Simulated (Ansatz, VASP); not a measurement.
**TiPd in VASP and in Ansatz**

```
CELL_PARAMETERS angstrom
3.16936 0.00000 0.00000
0.00000 3.16936 0.00000
0.00000 0.00000 3.16936
ATOMIC_POSITIONS crystal
Ti 0.50000 0.50000 0.50000
Pd 0.00000 0.00000 0.00000
```

Change from the starting cell: volume scaled by 0.99.

Alike in both runs: task single point; functional PBEsol; k mesh 13 × 13 × 13; occupations fermi-dirac, width 0.08 eV; no spin polarisation.

```csv
,VASP,Ansatz
version,VASP 6.6.1,Ansatz 0.2.0
potentials or method,"VASP PAW PBE potentials, release 64 (Ti_sv, Pd), cutoff 520 eV","all-electron LAPW, scalar-relativistic"
```

|  | VASP | Ansatz | Ansatz less VASP |
| --- | --- | --- | --- |
| pressure (GPa) | -5.5 | -5.4 | +0.06 |

Ansatz ran all-electron here, so the differences hold the error of VASP's frozen core and of both bases.

Caveats: the PAW data sets were made with another functional, which shifts forces and pressure a little (VASP).
